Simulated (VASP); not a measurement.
Output of a VASP run:

**OSZICAR**
```
       N       E                     dE             d eps       ncg     rms          rms(c)
DAV:   1     0.118098754583E+04    0.11810E+04   -0.40969E+04  2312   0.318E+03
DAV:   2     0.181659095980E+03   -0.99933E+03   -0.95813E+03  2104   0.808E+02
DAV:   3    -0.519194950928E+02   -0.23358E+03   -0.22843E+03  2288   0.262E+02
DAV:   4    -0.706425269769E+02   -0.18723E+02   -0.18540E+02  2540   0.797E+01
DAV:   5    -0.712521350775E+02   -0.60961E+00   -0.60822E+00  2540   0.146E+01    0.156E+01
DAV:   6    -0.638273006045E+02    0.74248E+01   -0.28942E+01  3652   0.614E+01    0.460E+00
DAV:   7    -0.638935979189E+02   -0.66297E-01   -0.24859E+00  2180   0.894E+00    0.311E+00
DAV:   8    -0.638330752906E+02    0.60523E-01   -0.43241E-01  2912   0.505E+00    0.113E+00
DAV:   9    -0.638075744970E+02    0.25501E-01   -0.15045E-01  3140   0.428E+00    0.145E-01
DAV:  10    -0.638083209627E+02   -0.74647E-03   -0.90377E-03  2628   0.892E-01    0.454E-02
DAV:  11    -0.638083836658E+02   -0.62703E-04   -0.10479E-03  2556   0.395E-01    0.189E-02
DAV:  12    -0.638083948491E+02   -0.11183E-04   -0.16350E-04  2464   0.112E-01    0.116E-02
DAV:  13    -0.638083957219E+02   -0.87284E-06   -0.16156E-05  2628   0.237E-02    0.264E-03
DAV:  14    -0.638083955491E+02    0.17283E-06   -0.13293E-06  1560   0.721E-03
   1 F= -.63808396E+02 E0= -.63808396E+02  d E =-.638084E+02
       N       E                     dE             d eps       ncg     rms          rms(c)
DAV:   1    -0.638095796374E+02   -0.11839E-02   -0.12963E-01  2352   0.224E+00    0.232E-01
DAV:   2    -0.638092853075E+02    0.29433E-03   -0.72335E-03  2344   0.839E-01    0.123E-01
DAV:   3    -0.638090392472E+02    0.24606E-03   -0.12323E-03  3016   0.245E-01    0.399E-02
DAV:   4    -0.638090183114E+02    0.20936E-04   -0.12892E-04  2396   0.102E-01    0.206E-02
DAV:   5    -0.638090105941E+02    0.77173E-05   -0.48476E-05  3108   0.491E-02    0.607E-03
DAV:   6    -0.638090106819E+02   -0.87757E-07   -0.86997E-06  2072   0.251E-02
   2 F= -.63809011E+02 E0= -.63809011E+02  d E =-.615133E-03
       N       E                     dE             d eps       ncg     rms          rms(c)
DAV:   1    -0.638096474643E+02   -0.63687E-03   -0.10228E-01  2336   0.198E+00    0.206E-01
DAV:   2    -0.638094150770E+02    0.23239E-03   -0.56812E-03  2328   0.745E-01    0.109E-01
DAV:   3    -0.638092205469E+02    0.19453E-03   -0.96988E-04  2988   0.218E-01    0.354E-02
DAV:   4    -0.638092040760E+02    0.16471E-04   -0.10201E-04  2388   0.910E-02    0.182E-02
DAV:   5    -0.638091981175E+02    0.59585E-05   -0.38221E-05  3052   0.437E-02    0.534E-03
DAV:   6    -0.638091982155E+02   -0.97974E-07   -0.69229E-06  2056   0.224E-02
   3 F= -.63809198E+02 E0= -.63809198E+02  d E =-.802666E-03
       N       E                     dE             d eps       ncg     rms          rms(c)
DAV:   1    -0.638100204348E+02   -0.82232E-03   -0.67627E-02  2816   0.198E+00    0.206E-01
DAV:   2    -0.638095083170E+02    0.51212E-03   -0.41567E-03  2652   0.598E-01    0.933E-02
DAV:   3    -0.638093454234E+02    0.16289E-03   -0.77012E-04  3412   0.246E-01    0.292E-02
DAV:   4    -0.638093391113E+02    0.63121E-05   -0.10293E-04  2296   0.679E-02    0.209E-02
DAV:   5    -0.638093234549E+02    0.15656E-04   -0.35794E-05  3084   0.797E-02    0.335E-03
DAV:   6    -0.638093228925E+02    0.56242E-06   -0.55880E-06  1828   0.318E-02
   4 F= -.63809323E+02 E0= -.63809323E+02  d E =-.124677E-03
```

**OUTCAR**
```
------------------------ aborting loop because EDIFF is reached ----------------------------------------
  FORCE on cell =-STRESS in cart. coord.  units (eV):
  Direction    XX          YY          ZZ          XY          YZ          ZX
  --------------------------------------------------------------------------------------
  Total       -0.1001138     -0.1111792     -0.1100381      0.0000000      0.0000000      0.0035534
  in kB       -1.6469224     -1.8289535     -1.8101811      0.0000000      0.0000000      0.0584558
  external PRESSURE =      -1.7620190 kB  Pullay stress =       0.0000000 kB
  volume of cell :       97.39
      direct lattice vectors                 reciprocal lattice vectors
     4.713851998 -2.503227361 -0.004161566     0.105993484 -0.199742144 -0.087083701
     4.713851998  2.503227361 -0.004161566     0.105993484  0.199742144 -0.087083701
     3.388192050  0.000000000  4.123920724     0.000213922  0.000000000  0.242311930
 POSITION                                       TOTAL-FORCE (eV/Angst)
 -----------------------------------------------------------------------------------
     10.96869      0.00000      3.52240         0.002681      0.000000      0.000861
      4.56074      0.00000      1.46460         0.002681      0.000000      0.000861
      1.84721      0.00000      0.59320        -0.002681      0.000000     -0.000861
      8.25516      0.00000      2.65100        -0.002681      0.000000     -0.000861
      4.89807     -0.98713      3.09086         0.000000      0.000505      0.000000
      5.29952      1.74518      1.84076         0.000134     -0.000253     -0.000417
      7.91783      0.98713      1.02474         0.000000     -0.000505     -0.000000
      6.99361      0.75805      3.90272         0.000134      0.000253     -0.000417
      7.51638     -1.74518      2.27484        -0.000134      0.000253      0.000417
      5.82228     -0.75805      0.21288        -0.000134     -0.000253      0.000417
 -----------------------------------------------------------------------------------
    total drift:                                0.000000     -0.000000      0.000000
  FREE ENERGIE OF THE ION-ELECTRON SYSTEM (eV)
  ---------------------------------------------------
  free  energy   TOTEN  =       -63.8093228925 eV

  energy  without entropy=      -63.8093228925  energy(sigma->0) =      -63.80932289

 reached required accuracy - stopping structural energy minimisation
```
(Selected blocks of OUTCAR.)

**POSCAR**
```
Ga2O3
1
    4.7226744564    -2.5011798523    -0.0000868020
    4.7226744564     2.5011798523    -0.0000868020
    3.3980988296     0.0000000000     4.1246189339
Ga O
4 6
Direct
  0.8554763738   0.8554763738   0.8554763738
  0.3554763738   0.3554763738   0.3554763738
  0.1445236262   0.1445236262   0.1445236262
  0.6445236262   0.6445236262   0.6445236262
  0.4466854799   0.0533145201   0.7500000000
  0.0533145201   0.7500000000   0.4466854799
  0.5533145201   0.9466854799   0.2500000000
  0.2500000000   0.5533145201   0.9466854799
  0.9466854799   0.2500000000   0.5533145201
  0.7500000000   0.4466854799   0.0533145201
```

**Question.** Write an INCAR and KPOINTS that could have produced this output.

**Answer.** One answer among several that fit: the input of the run itself, PBEsol GGA, plane waves, VASP's PBE PAW potentials (set 64).

**INCAR**
```
SYSTEM = Ga2O3
PREC = Accurate
ENCUT = 520
EDIFF = 1E-6
NELM = 100
ALGO = Normal
LREAL = .FALSE.
LASPH = .TRUE.
ISMEAR = 0
SIGMA = 0.05
GGA = PS
LMAXMIX = 4
LWAVE = .FALSE.
LCHARG = .FALSE.
IBRION = 2
ISIF = 3
NSW = 60
EDIFFG = -0.02
```

KPOINTS:
```
Automatic mesh
0
Gamma
5 5 5
0 0 0
```

POTCAR, in this order: Ga_d O (PBE.64 set). Program: vasp_std.

The compound is Ga2O3 in the corundum structure, the metastable α form; monoclinic β is stable. This run relaxes it. Symmetry was kept, so distortions that lower it aren't found. The start is the result of an earlier pass.
